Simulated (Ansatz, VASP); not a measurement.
# KTaSe3 in two plane-wave programs, part 2 of 3

One calculation is typed for both programs; each brings its own data sets. How far apart do they land? The cell is generated by rule, not measured, and may not be a known phase. The cell is taken from a series of runs on this material, whose earlier steps may have relaxed, scaled, displaced or heated it; both programs get it as it stands.

VASP 6.6.1 and Ansatz 0.2.0.

So far: Set-up; Ansatz: zone-centre phonons, LDA.

## 3. VASP: zone-centre phonons, LDA

Level of this step: LDA; plane waves and PAW (K_sv, Ta_pv, Se); invented cell (VASP).

The same cell, functional (in two slightly different forms), mesh and smearing now go to VASP, with its own data sets.

Lines of VASP's logs that name or quote its potential files are left out, and so is its time.

INCAR reads:

```
SYSTEM = KTaSe3
PREC = Accurate
ENCUT = 500
EDIFF = 1E-08
NELM = 120
ISMEAR = 1
SIGMA = 0.15
LREAL = .FALSE.
ALGO = Normal
GGA = CA
NBANDS = 48
LASPH = .TRUE.
LORBIT = 11
LWAVE = .FALSE.
LCHARG = .FALSE.
ISIF = 2
IBRION = 8
GGA_COMPAT = .FALSE.
KPAR = 2
```

POSCAR reads:

```
KTaSe3
1.0
   -5.1384435638      0.0000000000      0.0000000000
    0.0000000000     -4.8147244195     -4.8147244195
    0.0000000000     -4.8147244195      4.8147244195
K Ta Se
2 2 6
Direct
    0.0000000000      0.0000000000      0.0000000000
    0.0000000000      0.5000000000      0.5000000000
    0.5000000000      0.0000000000      0.5000000000
    0.5000000000      0.5000000000      0.0000000000
    0.5000000000      0.6786561639      0.6786561639
    0.5000000000      0.3213438361      0.3213438361
    0.5000000000      0.1786561639      0.8213438361
    0.5000000000      0.8213438361      0.1786561639
    0.0000000000      0.0000000000      0.5000000000
    0.0000000000      0.5000000000      0.0000000000
```

KPOINTS reads:

```
Automatic mesh
0
Gamma
6 4 4
0 0 0
```

PAW data sets: K_sv, Ta_pv and Se (LDA family, release 64).

Started as:

```sh
mpirun -np 2 vasp_std
```

The log of the run:

```text
[banner, memory and clock lines left out]
running    2 mpi-ranks, on    1 nodes
 distrk:  each k-point on    1 cores,    2 groups
 distr:  one band on    1 cores,    1 groups

 POSCAR found type information on POSCAR K TaSe
 POSCAR found :  3 types and      10 ions
 LDA part: xc-table for (Slater(with rela. corr.)+CA(PZ))
 , standard interpolation
 POSCAR, INCAR and KPOINTS ok, starting setup
 FFT: planning ... GRIDC
 FFT: planning ... GRID_SOFT
 FFT: planning ... GRID
 WAVECAR not read
 entering main loop
       N       E                     dE             d eps       ncg     rms          rms(c)
DAV:   1     0.583914267522E+03    0.58391E+03   -0.35495E+04  2360   0.141E+03
DAV:   2    -0.163013042067E+02   -0.60022E+03   -0.58260E+03  2736   0.366E+02
DAV:   3    -0.645915275959E+02   -0.48290E+02   -0.47229E+02  3256   0.905E+01
DAV:   4    -0.659866940873E+02   -0.13952E+01   -0.13887E+01  3336   0.151E+01
DAV:   5    -0.660434566411E+02   -0.56763E-01   -0.56733E-01  3512   0.235E+00    0.237E+01
DAV:   6    -0.615183609561E+02    0.45251E+01   -0.20861E+01  2672   0.168E+01    0.988E+00
DAV:   7    -0.611624176378E+02    0.35594E+00   -0.32399E+00  2664   0.714E+00    0.706E+00
DAV:   8    -0.610232109597E+02    0.13921E+00   -0.49507E-01  2688   0.345E+00    0.899E-01
DAV:   9    -0.610188628374E+02    0.43481E-02   -0.43130E-02  2864   0.973E-01    0.527E-01
DAV:  10    -0.610192432885E+02   -0.38045E-03   -0.78831E-03  3232   0.403E-01    0.135E-01
DAV:  11    -0.610189545561E+02    0.28873E-03   -0.17557E-03  2792   0.179E-01    0.632E-02
DAV:  12    -0.610189432350E+02    0.11321E-04   -0.21808E-04  2712   0.675E-02    0.174E-02
DAV:  13    -0.610189403763E+02    0.28588E-05   -0.14472E-05  3312   0.189E-02    0.634E-03
DAV:  14    -0.610189402064E+02    0.16990E-06   -0.26532E-06  2984   0.665E-03    0.147E-03
DAV:  15    -0.610189402249E+02   -0.18547E-07   -0.11517E-07  3016   0.156E-03    0.662E-04
DAV:  16    -0.610189402302E+02   -0.52469E-08   -0.48910E-08  2328   0.998E-04
   1 F= -.61018940E+02 E0= -.61019498E+02  d E =0.167307E-02
 Linear response reoptimize wavefunctions to high precision
DAV:   1    -0.610189402271E+02    0.30277E-08   -0.62474E-09  2000   0.425E-04
DAV:   2    -0.610189402272E+02   -0.60027E-10   -0.83361E-10  1592   0.137E-04
 Linear response DOF=          10
 Linear response progress:
  Degree of freedom:   1/ 10
       N       E                     dE             d eps       ncg     rms          rms(c)
RMM:   1    -0.311873951769E+00   -0.31187E+00    0.29265E-01  4080   0.246E+00
RMM:   2    -0.307728825667E+00    0.41451E-02   -0.50287E-02  4667   0.611E-01    0.533E-02
RMM:   3    -0.308832337032E+00   -0.11035E-02   -0.42684E-03  4790   0.159E-01    0.306E-02
RMM:   4    -0.308916558518E+00   -0.84221E-04   -0.47160E-04  5357   0.454E-02    0.173E-02
RMM:   5    -0.308917695625E+00   -0.11371E-05   -0.88872E-05  5382   0.189E-02    0.622E-03
RMM:   6    -0.308906863694E+00    0.10832E-04   -0.21438E-05  5575   0.808E-03    0.270E-03
RMM:   7    -0.308901217735E+00    0.56460E-05   -0.52859E-06  5686   0.387E-03    0.158E-03
RMM:   8    -0.308891630528E+00    0.95872E-05   -0.26791E-06  5662   0.208E-03    0.344E-04
RMM:   9    -0.308892182978E+00   -0.55245E-06   -0.61093E-09  5626   0.128E-03    0.275E-04
RMM:  10    -0.308890804108E+00    0.13789E-05    0.36260E-06  5811   0.776E-04    0.114E-04
RMM:  11    -0.308889784407E+00    0.10197E-05   -0.12754E-08  6083   0.516E-04    0.469E-05
RMM:  12    -0.308890217002E+00   -0.43259E-06    0.93402E-08  5884   0.376E-04    0.114E-04
RMM:  13    -0.308889255499E+00    0.96150E-06   -0.46301E-08  5787   0.295E-04    0.433E-05
RMM:  14    -0.308889605048E+00   -0.34955E-06    0.31464E-08  6119   0.228E-04    0.421E-05
[...]
RMM:  18    -0.308889529430E+00    0.54509E-07   -0.34487E-08  5679   0.125E-04    0.656E-05
RMM:  19    -0.308889395964E+00    0.13347E-06   -0.23095E-08  5615   0.116E-04    0.417E-05
RMM:  20    -0.308889367720E+00    0.28244E-07   -0.19449E-08  5423   0.108E-04    0.385E-05
RMM:  21    -0.308889340852E+00    0.26868E-07   -0.38796E-08  5396   0.102E-04    0.342E-05
RMM:  22    -0.308889163674E+00    0.17718E-06    0.65759E-09  5733   0.101E-04    0.893E-06
RMM:  23    -0.308889152704E+00    0.10970E-07   -0.38709E-08  5190   0.950E-05    0.747E-06
RMM:  24    -0.308889172599E+00   -0.19895E-07   -0.29986E-09  5310   0.929E-05    0.400E-06
RMM:  25    -0.308889166078E+00    0.65214E-08   -0.27743E-08  5104   0.909E-05    0.240E-06
 first order change of Fermi-energy  -0.57881E-04
 force on displaced ion       1 direction 1 :  -4.213  -0.000  -0.000
 Linear response progress:
  Degree of freedom:   2/ 10
[...]
RMM:  19    -0.196993917121E+00    0.55725E-07    0.10067E-06  9084   0.154E-04    0.734E-06
RMM:  20    -0.196993929351E+00   -0.12229E-07    0.97852E-07  9370   0.135E-04    0.834E-06
RMM:  21    -0.196993906659E+00    0.22692E-07    0.13366E-06  8803   0.117E-04    0.135E-05
RMM:  22    -0.196993926986E+00   -0.20327E-07    0.10195E-06  8810   0.104E-04    0.128E-05
RMM:  23    -0.196993884847E+00    0.42138E-07    0.14656E-06  8313   0.941E-05    0.138E-05
RMM:  24    -0.196993920708E+00   -0.35860E-07    0.11010E-06  8019   0.866E-05    0.146E-05
 first order change of Fermi-energy   0.44143E-03
[...]
RMM:   4    -0.922770803670E-01   -0.13666E-03   -0.94142E-05  5229   0.240E-02    0.228E-02
RMM:   5    -0.923579799636E-01   -0.80900E-04   -0.22595E-05  5388   0.129E-02    0.754E-03
RMM:   6    -0.923703270130E-01   -0.12347E-04   -0.63255E-07  5797   0.627E-03    0.323E-03
RMM:   7    -0.923691480511E-01    0.11790E-05   -0.45631E-07  5638   0.313E-03    0.797E-04
RMM:   8    -0.923704036326E-01   -0.12556E-05    0.10334E-06  6096   0.147E-03    0.437E-04
RMM:   9    -0.923701525571E-01    0.25108E-06    0.15759E-06  6194   0.767E-04    0.169E-04
RMM:  10    -0.923705340702E-01   -0.38151E-06   -0.16768E-07  6368   0.433E-04    0.786E-05
RMM:  11    -0.923705227053E-01    0.11365E-07    0.10391E-06  6473   0.249E-04    0.308E-05
RMM:  12    -0.923705573156E-01   -0.34610E-07   -0.72909E-07  6651   0.152E-04    0.214E-05
RMM:  13    -0.923705694206E-01   -0.12105E-07    0.28682E-07  6653   0.102E-04    0.108E-05
RMM:  14    -0.923705831457E-01   -0.13725E-07   -0.45742E-07  6635   0.760E-05    0.710E-06
RMM:  15    -0.923705873550E-01   -0.42093E-08    0.24809E-07  6517   0.615E-05    0.334E-06
RMM:  16    -0.923705892959E-01   -0.19409E-08   -0.22229E-07  6172   0.534E-05    0.345E-06
RMM:  17    -0.923705938255E-01   -0.45296E-08    0.15091E-07  5706   0.489E-05    0.149E-06
RMM:  18    -0.923705964033E-01   -0.25778E-08   -0.19015E-07  5539   0.466E-05    0.215E-06
RMM:  19    -0.923705962151E-01    0.18819E-09    0.37505E-08  4900   0.452E-05    0.118E-06
 first order change of Fermi-energy   0.10662E+00
 force on displaced ion       5 direction 2 :   0.000  -3.398   0.000
 Linear response progress:
  Degree of freedom:   8/ 10
       N       E                     dE             d eps       ncg     rms          rms(c)
RMM:   1    -0.971246128244E-01   -0.97125E-01    0.91878E-02  8670   0.985E-01
RMM:   2    -0.964869294322E-01    0.63768E-03   -0.48216E-03  6468   0.217E-01    0.219E-01
RMM:   3    -0.963545803878E-01    0.13235E-03   -0.17782E-03  6426   0.120E-01    0.150E-01
RMM:   4    -0.963153172323E-01    0.39263E-04   -0.38753E-04  6362   0.587E-02    0.837E-02
RMM:   5    -0.965180901486E-01   -0.20277E-03   -0.16008E-04  6793   0.347E-02    0.201E-02
RMM:   6    -0.965085495785E-01    0.95406E-05   -0.29210E-05  7216   0.126E-02    0.564E-03
RMM:   7    -0.965030928547E-01    0.54567E-05   -0.62763E-06  8199   0.428E-03    0.288E-03
RMM:   8    -0.965025789425E-01    0.51391E-06   -0.10478E-06  8103   0.174E-03    0.445E-04
RMM:   9    -0.965027158215E-01   -0.13688E-06   -0.50085E-07  8840   0.737E-04    0.177E-04
RMM:  10    -0.965031845045E-01   -0.46868E-06    0.13628E-06  9040   0.374E-04    0.779E-05
RMM:  11    -0.965033217837E-01   -0.13728E-06    0.10060E-06  9315   0.205E-04    0.197E-05
RMM:  12    -0.965033270704E-01   -0.52867E-08    0.84989E-07  9390   0.122E-04    0.145E-05
RMM:  13    -0.965033113372E-01    0.15733E-07    0.45216E-08  9470   0.821E-05    0.555E-06
RMM:  14    -0.965033162447E-01   -0.49075E-08    0.16275E-08  9326   0.624E-05    0.441E-06
 first order change of Fermi-energy   0.40262E-04
 force on displaced ion       5 direction 3 :   0.000   0.004 -14.067
 Linear response progress:
  Degree of freedom:   9/ 10
       N       E                     dE             d eps       ncg     rms          rms(c)
RMM:   1    -0.934890759769E-01   -0.93489E-01    0.82104E-02  4734   0.887E-01
RMM:   2    -0.927281986148E-01    0.76088E-03   -0.33766E-03  3931   0.175E-01    0.145E-01
RMM:   3    -0.927327719351E-01   -0.45733E-05   -0.13251E-03  3599   0.920E-02    0.716E-02
RMM:   4    -0.930283772698E-01   -0.29561E-03   -0.42016E-04  3832   0.491E-02    0.228E-02
RMM:   5    -0.930521326971E-01   -0.23755E-04   -0.47562E-05  3960   0.224E-02    0.551E-03
RMM:   6    -0.930699518433E-01   -0.17819E-04   -0.10103E-05  4386   0.758E-03    0.293E-03
RMM:   7    -0.930700020437E-01   -0.50200E-07   -0.11983E-06  4631   0.310E-03    0.120E-03
RMM:   8    -0.930703628953E-01   -0.36085E-06   -0.67378E-07  4948   0.124E-03    0.404E-04
RMM:   9    -0.930712063577E-01   -0.84346E-06   -0.28191E-07  5021   0.596E-04    0.310E-04
RMM:  10    -0.930714211942E-01   -0.21484E-06    0.10835E-06  5032   0.337E-04    0.936E-05
RMM:  11    -0.930713600877E-01    0.61106E-07    0.22781E-06  5341   0.189E-04    0.392E-05
RMM:  12    -0.930713113691E-01    0.48719E-07    0.30287E-07  5446   0.113E-04    0.176E-05
RMM:  13    -0.930713365090E-01   -0.25140E-07    0.71170E-07  5544   0.776E-05    0.539E-06
RMM:  14    -0.930713394939E-01   -0.29849E-08   -0.66202E-08  5520   0.606E-05    0.236E-06
 first order change of Fermi-energy   0.15465E-03
 force on displaced ion       9 direction 1 :  -8.644  -0.000   0.000
 Linear response progress:
  Degree of freedom:  10/ 10
       N       E                     dE             d eps       ncg     rms          rms(c)
RMM:   1    -0.932952911599E-01   -0.93295E-01    0.46935E-02  8367   0.737E-01
RMM:   2    -0.921906395207E-01    0.11047E-02   -0.41777E-03  6684   0.159E-01    0.314E-02
RMM:   3    -0.924505826158E-01   -0.25994E-03   -0.62747E-04  7339   0.403E-02    0.206E-02
RMM:   4    -0.927476225816E-01   -0.29704E-03   -0.13640E-04  7389   0.250E-02    0.630E-03
RMM:   5    -0.927023780012E-01    0.45245E-04   -0.31358E-05  7891   0.105E-02    0.521E-03
RMM:   6    -0.927167086489E-01   -0.14331E-04   -0.74941E-06  8518   0.479E-03    0.189E-03
RMM:   7    -0.927138756872E-01    0.28330E-05   -0.19306E-06  8544   0.208E-03    0.885E-04
RMM:   8    -0.927195342607E-01   -0.56586E-05   -0.22240E-06  8309   0.129E-03    0.314E-04
RMM:   9    -0.927187604109E-01    0.77385E-06    0.29197E-06  9005   0.662E-04    0.104E-04
RMM:  10    -0.927186706689E-01    0.89742E-07   -0.21359E-06  9219   0.347E-04    0.753E-05
RMM:  11    -0.927187442971E-01   -0.73628E-07    0.10284E-06  9325   0.204E-04    0.378E-05
RMM:  12    -0.927189176112E-01   -0.17331E-06   -0.11656E-06  9168   0.136E-04    0.285E-05
RMM:  13    -0.927188372620E-01    0.80349E-07    0.29889E-07  9288   0.886E-05    0.126E-05
RMM:  14    -0.927188492034E-01   -0.11941E-07   -0.48746E-07  9461   0.663E-05    0.798E-06
RMM:  15    -0.927188323695E-01    0.16834E-07    0.10243E-07  9163   0.527E-05    0.218E-06
RMM:  16    -0.927188332498E-01   -0.88026E-09   -0.29464E-07  8656   0.453E-05    0.344E-06
RMM:  17    -0.927188369008E-01   -0.36510E-08    0.24460E-08  7830   0.411E-05    0.169E-06
 first order change of Fermi-energy  -0.61600E-04
 force on displaced ion       9 direction 2 :   0.000  -2.466   0.000
 Linear response finished
```

(Continued in part 3 of 3.)

[Lines on the potential files, build, host, timing and source positions are cut from VASP's logs without a mark.]

[Logs are printed without paths, hosts, clocks, repeated set-up lines and the standing remarks that a program may print on its own settings, such as how far it seeks lower states.]

[Hosts, paths, dates, database ids (printed as entryN), source tags and the programs' standing remarks are cut or masked in the printed files.]
